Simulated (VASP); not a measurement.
Consider the following.

```
CELL_PARAMETERS angstrom
      2.58592     0.00000     0.00000
      0.00000     2.58592     0.00000
      0.00000     0.00000     2.58592
ATOMIC_POSITIONS crystal
  Mo 0.00000 0.00000 0.00000
```

Level of theory: r2SCAN meta-GGA, VASP's PBE PAW potentials (set 64) (plane waves; VASP). Settings: 400 eV cut-off, 16×16×16 Γ-centred mesh, tetrahedra with Blöchl corrections, potentials Mo_sv.

Problem. What does the run give for the energy per atom (σ→0), band gap (over mesh and band path) with the smallest direct gap where there is one?

Solution. 
```yaml
band gap (over mesh and band path): none (metal, semimetal or under 0.01 eV)
energy per atom (σ→0): -24.869 eV/atom
```

Only differences to runs with the same potentials and settings are physical.

The structure was generated: Mo was put into the simple-cubic type (Pm-3m), which need not be its known phase. It was relaxed first.
